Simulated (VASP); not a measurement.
# A slab model of the (0 0 1) face of TiNCl, part 3 of 4

Wanted: how the (0 0 1) face of TiNCl relaxes, and what it costs to take an electron out. The start is a cell from a database of measured crystal structures.

VASP 6.6.1, plane waves and PAW; the level of theory is named at each step.

So far. Step 2 (The bulk reference): Energy at zero smearing: -48.43270 eV. Step 3 (Surface relaxation): The run ended after 38 ionic steps, 0.033 eV below its first step, once the forces on the free atoms met EDIFFG = -0.03.

**4. Vacuum level and density of states**

Level of this step: PBEsol with D3(BJ), no spin polarisation; plane waves and PAW (Cl, Ti, N) (VASP).

A static run writes the electrostatic potential without exchange and correlation (LVHAR), which is flat in the vacuum and gives the level to count from. The dipole correction cancels the field that unlike faces would set up across the vacuum.

Contents of INCAR:

```
SYSTEM = TiNCl
PREC = Normal
ENCUT = 400
EDIFF = 1E-06
NELM = 120
ISMEAR = 0
SIGMA = 0.05
LREAL = .FALSE.
ALGO = Fast
GGA = PS
IVDW = 12
NBANDS = 60
LORBIT = 11
LWAVE = .TRUE.
LCHARG = .TRUE.
IDIPOL = 3
LDIPOL = .TRUE.
DIPOL = 0.5 0.5 0.494
LVHAR = .TRUE.
LVACPOTAV = .TRUE.
LELF = .TRUE.
NEDOS = 1500
```

Contents of POSCAR:

```
TiNCl
1.0
    3.2580000000      0.0000000000      0.0000000000
    0.0000000000      3.9370000000      0.0000000000
    0.0000000000      0.0000000000     27.9529800000
Cl Ti N
4 4 4
Direct
    0.0000000000      0.0000000000      0.2683077100
    0.5000000000      0.5000000000      0.4525449500
    0.0000000000      0.0000000000      0.5366944449
    0.5000000000      0.5000000000      0.7196582711
    0.5000000000      0.0000000000      0.3325116000
    0.0000000000      0.5000000000      0.3883410600
    0.5000000000      0.0000000000      0.6010068385
    0.0000000000      0.5000000000      0.6550484137
    0.5000000000      0.5000000000      0.3464689600
    0.0000000000      0.0000000000      0.3743837000
    0.5000000000      0.5000000000      0.6132984227
    0.0000000000      0.0000000000      0.6426967255
```

Contents of KPOINTS:

```
Automatic mesh
0
Gamma
5 4 1
0 0 0
```

Contents of KPOINTS_OPT:

```
Line mode
14
Line-mode
Reciprocal
  0.00000000   0.00000000   0.00000000 GAMMA
  0.50000000   0.00000000   0.00000000 X

  0.50000000   0.00000000   0.00000000 X
  0.50000000   0.50000000   0.00000000 S

  0.50000000   0.50000000   0.00000000 S
  0.00000000   0.50000000   0.00000000 Y

  0.00000000   0.50000000   0.00000000 Y
  0.00000000   0.00000000   0.00000000 GAMMA

  0.00000000   0.00000000   0.00000000 GAMMA
  0.50000000   0.50000000   0.00000000 S
```

The projector-augmented-wave data sets are Cl, Ti and N (PBE family, release 64).

The run is started by

```
$ mpirun -np 2 vasp_std
```

The log of the run:

```text
[banner, memory and clock lines left out]
running    2 mpi-ranks, on    1 nodes
 distrk:  each k-point on    2 cores,    1 groups
 distr:  one band on    1 cores,    2 groups

 POSCAR found type information on POSCAR ClTiN
 POSCAR found :  3 types and      12 ions
 [... a notice as in an earlier step ...]

 LDA part: xc-table for (Slater+PW92), standard interpolation
 POSCAR, INCAR and KPOINTS ok, starting setup
 FFT: planning ... GRIDC
 FFT: planning ... GRID_SOFT
 FFT: planning ... GRID
 WAVECAR not read
 entering main loop
       N       E                     dE             d eps       ncg     rms          rms(c)
DAV:   1     0.567475769711E+03    0.56748E+03   -0.20020E+04  1080   0.726E+02
DAV:   2     0.151241548277E+02   -0.55235E+03   -0.49092E+03  1200   0.197E+02
DAV:   3    -0.116305994404E+03   -0.13143E+03   -0.12712E+03  1252   0.111E+02
DAV:   4    -0.121487862521E+03   -0.51819E+01   -0.51613E+01  1268   0.264E+01
DAV:   5    -0.121591454355E+03   -0.10359E+00   -0.10352E+00  1340   0.391E+00    0.539E+01
RMM:   6    -0.976458679103E+02    0.23946E+02   -0.61692E+01  1192   0.233E+01    0.175E+01
RMM:   7    -0.967220094721E+02    0.92386E+00   -0.68902E+00  1094   0.968E+00    0.216E+01
RMM:   8    -0.949983011933E+02    0.17237E+01   -0.64681E+00  1234   0.877E+00    0.117E+01
RMM:   9    -0.941420912516E+02    0.85621E+00   -0.94325E-01  1220   0.375E+00    0.199E+00
RMM:  10    -0.941002099883E+02    0.41881E-01   -0.11452E-01  1393   0.110E+00    0.840E-01
RMM:  11    -0.940939169695E+02    0.62930E-02   -0.28298E-02  1287   0.550E-01    0.455E-01
RMM:  12    -0.940936198941E+02    0.29708E-03   -0.52123E-03  1303   0.267E-01    0.213E-01
RMM:  13    -0.940936092948E+02    0.10599E-04   -0.25253E-03  1363   0.145E-01    0.129E-01
RMM:  14    -0.940939243958E+02   -0.31510E-03   -0.88010E-04  1273   0.932E-02    0.573E-02
RMM:  15    -0.940939866131E+02   -0.62217E-04   -0.25640E-04  1286   0.519E-02    0.288E-02
RMM:  16    -0.940940742407E+02   -0.87628E-04   -0.70078E-05  1334   0.281E-02    0.184E-02
RMM:  17    -0.940943399807E+02   -0.26574E-03   -0.43848E-05  1290   0.195E-02    0.104E-02
RMM:  18    -0.940944083254E+02   -0.68345E-04   -0.18525E-05  1306   0.109E-02    0.693E-03
RMM:  19    -0.940945397009E+02   -0.13138E-03   -0.11288E-05  1251   0.855E-03    0.834E-03
RMM:  20    -0.940945719949E+02   -0.32294E-04   -0.78707E-06  1212   0.590E-03    0.571E-03
RMM:  21    -0.940945755655E+02   -0.35706E-05   -0.93597E-07   915   0.255E-03    0.428E-03
RMM:  22    -0.940945817713E+02   -0.62058E-05   -0.65262E-07   913   0.197E-03    0.141E-03
RMM:  23    -0.940945903913E+02   -0.86200E-05   -0.66383E-07   926   0.177E-03    0.149E-03
RMM:  24    -0.940946019864E+02   -0.11595E-04   -0.26115E-07   802   0.118E-03    0.187E-03
RMM:  25    -0.940946099787E+02   -0.79923E-05   -0.23560E-07   812   0.108E-03    0.722E-04
RMM:  26    -0.940946131854E+02   -0.32067E-05   -0.40277E-08   550   0.631E-04    0.484E-04
RMM:  27    -0.940946154727E+02   -0.22873E-05   -0.45210E-08   592   0.662E-04    0.228E-04
RMM:  28    -0.940946162159E+02   -0.74324E-06   -0.24329E-08   519   0.558E-04
|                                                                             |
|           W    W    AA    RRRRR   N    N  II  N    N   GGGG   !!!           |
|           W    W   A  A   R    R  NN   N  II  NN   N  G    G  !!!           |
|           W    W  A    A  R    R  N N  N  II  N N  N  G       !!!           |
|           W WW W  AAAAAA  RRRRR   N  N N  II  N  N N  G  GGG   !            |
|           WW  WW  A    A  R   R   N   NN  II  N   NN  G    G                |
|           W    W  A    A  R    R  N    N  II  N    N   GGGG   !!!           |
|                                                                             |
|     Did not find any points to average over, which means that no vacuum     |
|     field-free region was found. Please increase the size of  your cell     |
|     in the dimension of the dipole correction to obtain accurate            |
|     workfunction values.                                                    |
|                                                                             |

   1 F= -.96581280E+02 E0= -.96581280E+02  d E =-.136287E-06
 Start KPOINTS_OPT (optional k-point list driver)
k-point batch [1-9\70]
       N       E                     dE             ncg
DAV:   1     0.700710858775E+03   -0.25939E+04     1080
DAV:   2    -0.346740613715E+04   -0.41681E+04     1216
DAV:   3    -0.428824553689E+04   -0.82084E+03     1260
DAV:   4    -0.432260189777E+04   -0.34356E+02     1156
DAV:   5    -0.432332075988E+04   -0.71886E+00     1368
DAV:   6    -0.432334195406E+04   -0.21194E-01     1240
DAV:   7    -0.432334289091E+04   -0.93685E-03     1396
DAV:   8    -0.432334292978E+04   -0.38871E-04     1160
DAV:   9    -0.432334293165E+04   -0.18628E-05      932
DAV:  10    -0.432334293180E+04   -0.15511E-06      708
[...]
k-point batch [64-70\70]
       N       E                     dE             ncg
DAV:   1     0.192787496589E+04   -0.12784E+05      840
DAV:   2    -0.126078099966E+04   -0.31887E+04      944
DAV:   3    -0.188735775998E+04   -0.62658E+03      984
DAV:   4    -0.191191959713E+04   -0.24562E+02      912
DAV:   5    -0.191236812003E+04   -0.44852E+00     1040
DAV:   6    -0.191238069593E+04   -0.12576E-01      944
DAV:   7    -0.191238115734E+04   -0.46140E-03     1048
DAV:   8    -0.191238117625E+04   -0.18913E-04      952
DAV:   9    -0.191238117694E+04   -0.69371E-06      680
 writing wavefunctions
```

The job ended after 4.7 min (2 MPI ranks of AMD EPYC 7R43, shared host; peak memory 0.47 GiB).

OUTCAR, selected parts (step 4):

```text
 Subroutine GETGRP returns: Found  4 space group operations
 (whereof  4 operations were pure point group operations)

The static configuration has the point symmetry C_2v.

 Found      9 irreducible k-points:

   k-points           NKPTS =      9   k-points in BZ     NKDIM =      9   number of bands    NBANDS=     60

   NELECT =      64.0000    total number of electrons

 dipolmoment           0.000000      0.000000      0.001481 electrons x Angstroem

 E-fermi :  -1.5404

 k-point     1 :       0.0000    0.0000    0.0000
  band No.  band energies     occupation
    ...
     28      -3.5457      2.00000
     29      -2.7021      2.00000
     30      -2.5800      2.00000
     31      -1.7779      2.00000
     32      -1.6980      1.99999
     33      -1.3828      0.00001
     34      -1.2524      0.00000
     35      -0.1759      0.00000
     36      -0.1477      0.00000
     37       0.1099      0.00000
    ...

 k-point     2 :       0.2000    0.0000    0.0000
  band No.  band energies     occupation
    ...
     28      -3.3916      2.00000
     29      -3.3176      2.00000
     30      -3.0795      2.00000
     31      -3.0004      2.00000
     32      -2.9019      2.00000
     33      -0.3976      0.00000
     34      -0.2662      0.00000
     35       0.1140      0.00000
     36       0.1886      0.00000
     37       0.1995      0.00000
    ...

 Edisp (eV)   -2.48666

  Total      -5.29028    -3.61626    -2.35013     0.00000     0.00000     0.00000
  in kB     -23.63984   -16.15944   -10.50168     0.00000     0.00000     0.00000
  external pressure =      -16.77 kB  Pullay stress =        0.00 kB

 POSITION                                       TOTAL-FORCE (eV/Angst)
 -----------------------------------------------------------------------------------
      0.00000      0.00000      7.50000         0.000000      0.000000     -0.096719
      1.62900      1.96850     12.64998         0.000000      0.000000      0.025616
      0.00000      0.00000     15.00221         0.000000      0.000000     -0.013241
      1.62900      1.96850     20.11659         0.000000      0.000000     -0.003645
      1.62900      0.00000      9.29469         0.000000      0.000000      0.443908
      0.00000      1.96850     10.85529         0.000000      0.000000     -0.365047
      1.62900      0.00000     16.79993         0.000000      0.000000     -0.019185
      0.00000      1.96850     18.31056         0.000000      0.000000      0.001836
      1.62900      1.96850      9.68484         0.000000      0.000000     -0.088326
      0.00000      0.00000     10.46514         0.000000      0.000000      0.095196
      1.62900      1.96850     17.14352         0.000000      0.000000      0.008491
      0.00000      0.00000     17.96529         0.000000      0.000000      0.011118
 -----------------------------------------------------------------------------------
    total drift:                                0.000000      0.000000     -0.013898

  FREE ENERGIE OF THE ION-ELECTRON SYSTEM (eV)
  ---------------------------------------------------
  free  energy   TOTEN  =       -96.5812798901 eV

  energy  without entropy=      -96.5812797538  energy(sigma->0) =      -96.58127982

 vacuum level on the upper side and lower side of the slab         4.648         4.626

 total charge
# of ion       s       p       d       tot
------------------------------------------
    1        1.595   3.501   0.000   5.096
    2        1.597   3.498   0.000   5.094
    3        1.597   3.497   0.000   5.093
    4        1.595   3.497   0.000   5.092
    5        0.522   0.944   2.684   4.149
    6        0.522   0.943   2.686   4.151
    7        0.527   0.959   2.707   4.193
    8        0.525   0.955   2.700   4.181
    9        1.286   2.400   0.000   3.686
   10        1.286   2.400   0.000   3.686
   11        1.288   2.402   0.000   3.690
   12        1.288   2.402   0.000   3.690
--------------------------------------------------
tot         13.626  27.398  10.778  51.802

[... 5 parts as in an earlier step ...]

[... 6 further parts left out ...]
```

This step gave:

| Property | Result |
| --- | --- |
| electronic cycles | 28 |
| least gap on mesh and path | 0.3152 eV |
| least direct gap on mesh and path | 0.3152 eV |
| dipole moment | 0, 0, 0.001481 e·Å |
| vacuum levels | 4.648, 4.626 eV |
| ionisation potentials of the upper and lower face | 6.346, 6.324 eV |
| electron affinities of the upper and lower face | 6.031, 6.009 eV |

Electronic bands along the path, in eV, zero at the valence-band top; v1 is the highest filled band, c1 the lowest empty one:

| point | v4 | v3 | v2 | v1 | c1 | c2 | c3 | c4 |
| --- | --- | --- | --- | --- | --- | --- | --- | --- |
| Γ | -1.00 | -0.88 | -0.08 | 0.00 | 0.32 | 0.45 | 1.52 | 1.55 |
| 0.46 of the way | -1.60 | -1.47 | -1.41 | -1.36 | 1.42 | 1.56 | 1.82 | 1.90 |
| X | -1.35 | -1.34 | -1.28 | -1.28 | 1.73 | 1.74 | 1.75 | 1.75 |
| 0.54 of the way | -1.52 | -1.51 | -1.35 | -1.34 | 1.49 | 1.49 | 1.52 | 1.52 |
| S | -2.25 | -2.23 | -2.12 | -2.12 | 1.77 | 1.77 | 1.83 | 1.83 |
| 0.54 of the way | -1.99 | -1.97 | -1.77 | -1.75 | 1.40 | 1.40 | 1.43 | 1.43 |
| Y | -1.79 | -1.78 | -1.63 | -1.62 | 1.24 | 1.24 | 1.27 | 1.27 |
| 0.46 of the way | -1.64 | -1.57 | -1.50 | -1.50 | 1.40 | 1.43 | 1.47 | 1.52 |
| Γ | -1.00 | -0.88 | -0.08 | 0.00 | 0.32 | 0.45 | 1.52 | 1.55 |
| 0.46 of the way | -1.53 | -1.52 | -1.44 | -1.35 | 1.13 | 1.24 | 1.48 | 1.61 |
| S | -2.25 | -2.23 | -2.12 | -2.12 | 1.77 | 1.77 | 1.83 | 1.83 |

Of the projections kept (Cl, Ti, N), the largest for each band there; the rest of the weight can lie on other orbitals:

```
point       v4       v3       v2       v1       c1       c2       c3       c4
    Γ  Cl 0.49  Cl 0.50   N 0.72   N 0.70  Ti 1.00  Ti 1.00  Ti 0.97  Ti 0.97
    X   N 0.69   N 0.68   N 0.68   N 0.68  Ti 0.87  Ti 0.87  Ti 0.97  Ti 0.97
    S  Cl 0.67  Cl 0.67  Cl 0.66  Cl 0.65  Ti 0.96  Ti 0.96  Ti 0.96  Ti 0.96
    Y  Cl 0.71  Cl 0.72  Cl 0.59  Cl 0.59  Ti 0.94  Ti 0.94  Ti 0.94  Ti 0.93
    Γ  Cl 0.49  Cl 0.50   N 0.72   N 0.70  Ti 1.00  Ti 1.00  Ti 0.97  Ti 0.97
    S  Cl 0.67  Cl 0.67  Cl 0.66  Cl 0.65  Ti 0.96  Ti 0.96  Ti 0.96  Ti 0.96
```

The density of states has structure finer than the step of the table below, so its rows give means over 1 eV, whole bins alone (the curve runs from -12.0 to 8.30 eV). Peaks (eV: height): total -4.5: 20.4, -4.2: 24.3, -3.0: 20.5, 2.1: 28.4; Cl p -4.2: 8.21, -3.0: 10.1, -2.7: 5.85, -2.2: 6.89; Ti s -5.6: 1.04, -5.1: 1.98, -4.8: 1.20, 2.8: 0.614; Ti p -4.5: 2.11, -4.3: 2.27, -4.1: 1.78, -1.3: 1.26; Ti d 1.4: 15.0, 1.6: 12.7, 2.1: 23.5, 4.4: 12.0.

Density of states against energy, zero at the valence-band top; means over each step; values in states/eV/cell:

| energy (eV) | total | Cl p | Ti s | Ti p | Ti d | N p |
| --- | --- | --- | --- | --- | --- | --- |
| -7 | 0 | 0 | 0 | 0 | 0 | 0 |
| -6 | 0.861 | 0.0474 | 0.183 | 0.0320 | 0.203 | 0.261 |
| -5 | 7.21 | 1.24 | 0.710 | 0.484 | 1.59 | 1.63 |
| -4 | 13.4 | 3.11 | 0.168 | 1.07 | 3.81 | 2.74 |
| -3 | 11.2 | 4.43 | 0.196 | 0.490 | 2.07 | 1.37 |
| -2 | 11.1 | 4.47 | 0.0694 | 0.549 | 1.34 | 1.89 |
| -1 | 4.09 | 0.704 | 0.0686 | 0.329 | 0.625 | 1.54 |
| 0 | 0.388 | 1.1e-4 | 0 | 0.0383 | 0.186 | 0.130 |
| 1 | 4.68 | 0.173 | 0.0370 | 0.0736 | 3.71 | 0.269 |
| 2 | 15.4 | 0.540 | 0.126 | 0.325 | 12.5 | 0.837 |
| 3 | 3.93 | 0.109 | 0.184 | 0.107 | 2.71 | 0.510 |
| 4 | 7.87 | 0.382 | 0.0266 | 0.396 | 5.28 | 0.692 |
| 5 | 5.10 | 0.172 | 0.0419 | 0.349 | 3.10 | 0.785 |
| 6 | 3.74 | 0.0890 | 0.0675 | 0.0813 | 1.66 | 0.637 |
| 7 | 1.81 | 0.0475 | 0.0122 | 0.0286 | 0.0508 | 0.0416 |

The planar average of the electrostatic potential oscillates, so the rows of the table below give means over windows of 1 Å about each position, cut where the curve ends. Its maxima inside the range that stand out by 2 % of the span (Å: eV): 8.4: 0.954, 11.8: 0.950, 13.8: 4.92, 15.9: 0.955, 19.3: 1.04. Its minima: 7.5: -6.91, 10.1: -8.28, 12.7: -6.91, 15.0: -6.90, 17.6: -8.18, 20.1: -6.87.

Zero at the Fermi level. The planar average of the electrostatic potential by height; means over each step:

height (Å), planar average of the electrostatic potential (eV) and a bar from the least value:
```
        0       6.17 ##############################
        1       6.17 ##############################
        2       6.17 ##############################
        3       6.17 ##############################
        4       6.17 ##############################
        5       6.16 ##############################
        6       5.85 #############################
        7      -0.84 ###############
        8      -2.54 ###########
        9      -2.27 ############
       10      -7.59 
       11      -3.37 #########
       12      -1.48 #############
       13      -2.63 ###########
       14       3.72 #########################
       15      -4.90 ######
       16      -0.18 ################
       17      -6.13 ###
       18      -6.74 ##
       19      -0.25 ################
       20      -4.76 ######
       21       3.37 ########################
       22       6.11 ##############################
       23       6.19 ##############################
       24       6.19 ##############################
       25       6.19 ##############################
       26       6.19 ##############################
       27       6.19 ##############################
```

Density of states in the PAW spheres, an atom over height of the layer and energy from the Fermi level.

Ten even steps from '_' (0.00 states/eV) to '@' (1.77 states/eV), each cell a mean:
```
________________________
________________________
________________________
________________________
____....________________
::==**++==------++++--::
++::::::::++**------::**
##::::::::##**::::::::##
**--::::--++++--------**
**--....--****--....--##
++==....==**++--....--==
--++----**----++::--++--
**@@====##----%%++==@@**
==**----##++**##----**==
__--::::==::::--::::--__
__::....::____--....--__
__..____..____........__
________________________
________________________
________________________
________________________
________________________
```
Columns: height of the layer (Å) from 7.5 to 20.1 (not evenly spaced); rows upwards: energy from the Fermi level (eV) from -7.9 to 0.5.

Force by atom:

| atom | x (eV/Å) | y (eV/Å) | z (eV/Å) | size |
| --- | --- | --- | --- | --- |
| Cl1 | 0.000 | 0.000 | -0.097 | 0.097 |
| Cl2 | 0.000 | 0.000 | 0.026 | 0.026 |
| Cl3 | 0.000 | 0.000 | -0.013 | 0.013 |
| Cl4 | 0.000 | 0.000 | -0.004 | 0.004 |
| Ti5 | 0.000 | 0.000 | 0.444 | 0.444 |
| Ti6 | 0.000 | 0.000 | -0.365 | 0.365 |
| Ti7 | 0.000 | 0.000 | -0.019 | 0.019 |
| Ti8 | 0.000 | 0.000 | 0.002 | 0.002 |
| N9 | 0.000 | 0.000 | -0.088 | 0.088 |
| N10 | 0.000 | 0.000 | 0.095 | 0.095 |
| N11 | 0.000 | 0.000 | 0.008 | 0.008 |
| N12 | 0.000 | 0.000 | 0.011 | 0.011 |

Valence density in the ca plane at fractional y = 0.000, with atoms of Cl and Ti and N within 0.2 Å of it. It is the smooth field of the valence electrons, not physical close to the nuclei.

Ten steps, logarithmic in the rise over the least value, from '0' (0.0 e/Å³) to '9' (3.4 e/Å³), each cell a mean:
```
63100024687886446899852100000000000000000000
42100013577765445677532100000000000000000000
21110011345555566554321100000000000000000000
11111101123334676533211111000000000000000000
21111001234444676543211110000000000000000000
32100012456665555665431100000000000000000000
53100013678876445788742100000000000000000000
63100024786786446899852100000000000000000000
```
Columns run along c (16.0 Å, from fractional 0.40 to 0.97 of the cell), rows up along a (3.3 Å). Atoms in or near the plane, at fractional coordinates: Cl at (0.54, 0.00), Ti at (0.60, 0.50), N at (0.64, 0.00).

Electrostatic potential energy in the ca plane at fractional y = 0.000, with atoms of Cl and Ti and N within 0.2 Å of it. With pseudopotentials it is smooth inside the atoms' cores, unlike the true potential.

Ten even steps from '0' (-73 eV) to '9' (5 eV), each cell a mean:
```
99999999999999830027999733599999999720048998
99999999999999985578888877999999999974588888
99999999999999999988877889999999999999988777
99999999999999999998777789999999999999988777
99999999999999999998777789999999999999988777
99999999999999998888887889999999999988888878
99999999999999962158888865799999999841268888
99999999999999820017999634499999999610038998
```
Columns run along c (16.0 Å, from fractional 0.05 to 0.63 of the cell; values clipped at the 3rd and 97th percentile), rows up along a (3.3 Å). Atoms in or near the plane, at fractional coordinates: Cl at (0.27, 0.00), Cl at (0.54, 0.00), Ti at (0.33, 0.50), Ti at (0.60, 0.50), N at (0.37, 0.00).

ELF in the ca plane at fractional y = 0.000, with atoms of Cl and Ti and N within 0.2 Å of it. It is the smooth field of the valence electrons, not physical close to the nuclei.

Values, 5 rows by 16 columns, each cell a mean:
```
0.31 0.72 0.69 0.07 0.13 0.81 0.76 0.41 0.63 0.73 0.29 0.01 0.01 0.00 0.00 0.00
0.07 0.43 0.32 0.02 0.02 0.42 0.64 0.19 0.25 0.47 0.07 0.01 0.00 0.00 0.00 0.00
0.01 0.08 0.07 0.01 0.01 0.09 0.22 0.05 0.03 0.11 0.02 0.01 0.00 0.00 0.00 0.00
0.13 0.63 0.47 0.02 0.04 0.60 0.79 0.27 0.41 0.65 0.13 0.01 0.01 0.05 0.00 0.00
0.36 0.61 0.71 0.09 0.17 0.83 0.66 0.45 0.64 0.64 0.35 0.02 0.02 0.01 0.00 0.00
```
Columns run along c (16.0 Å, from fractional 0.32 to 0.89 of the cell), rows up along a (3.3 Å). Atoms in or near the plane, at fractional coordinates: Cl at (0.54, 0.00), Ti at (0.33, 0.50), Ti at (0.60, 0.50), N at (0.37, 0.00), N at (0.64, 0.00).

The map of layer states is cut here 0.5 eV above the Fermi level, so it leaves out the states above that.

The vacuum level lies 6.35 eV above the highest filled level at the upper face; both faces agree, as the slab has next to no dipole.

The program found no field-free point at its default tolerance, but its printed level agrees with the flat part of the planar average.

[end of part 3 of 4]

[Lines on the potential files, build, host, timing and source positions are cut from VASP's logs without a mark.]

[Logs are printed without paths, hosts, clocks, repeated set-up lines and the standing remarks that a program may print on its own settings, such as how far it seeks lower states.]

[Hosts, paths, dates, database ids (printed as entryN), source tags and the programs' standing remarks are cut or masked in the printed files.]

[In band tables of VASP the shares of atoms and orbitals are scaled to a sum of 1 inside the atoms' spheres.]

[Runs that stopped without an error message from VASP are left out.]
